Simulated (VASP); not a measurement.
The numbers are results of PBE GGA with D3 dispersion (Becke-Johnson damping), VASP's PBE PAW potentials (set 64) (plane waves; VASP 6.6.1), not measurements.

A VASP calculation is set up with these files.

### INCAR
```
! general
SYSTEM =BAs
PREC   =Accurate
ENCUT  =520   ! plane-wave cut-off (eV)
LREAL  =.FALSE.   ! projection in real space or not
LASPH  =.TRUE.

! electronic loop
EDIFF  =1E-6   ! SCF stop (eV)
NELM   =100   ! most electronic steps
ALGO   =Normal   ! blocked Davidson
LMAXMIX=4

! smearing
ISMEAR =0   ! Gaussian
SIGMA  =0.05

! functional
GGA    =PE   ! PBE
IVDW   =12   ! D3, Becke-Johnson

! ions
IBRION =2   ! conjugate gradients
NSW    =60   ! most ionic steps
ISIF   =3
EDIFFG =-0.01

! output
LWAVE  =.FALSE.
LCHARG =.FALSE.
```

KPOINTS:
```
Automatic mesh
0
Gamma
9 9 9
0 0 0
```

POSCAR:
```
BAs
1.0
  0.0000000000   2.3900000000   2.3900000000
  2.3900000000   0.0000000000   2.3900000000
  2.3900000000   2.3900000000   0.0000000000
B As
1 1
Cartesian
  0.0000000000   0.0000000000   0.0000000000
  1.1950000000   1.1950000000   1.1950000000
```

POTCAR, in this order: B As (PBE.64 set). Program: vasp_std.

### Question
What will the output report for the number of irreducible k-points (NKPTS), largest plane-wave count, number of space-group operations, FFT grid (NGX, NGY, NGZ)?

### Answer

| Property | Value |
|---|---|
| number of irreducible k-points (NKPTS) | 35 |
| largest plane-wave count | 751 |
| number of space-group operations | 24 |
| FFT grid (NGX, NGY, NGZ) | 28 × 28 × 28 |

The compound is BAs in the zinc blende structure. This run relaxes it. Symmetry was kept, so distortions that lower it aren't found.
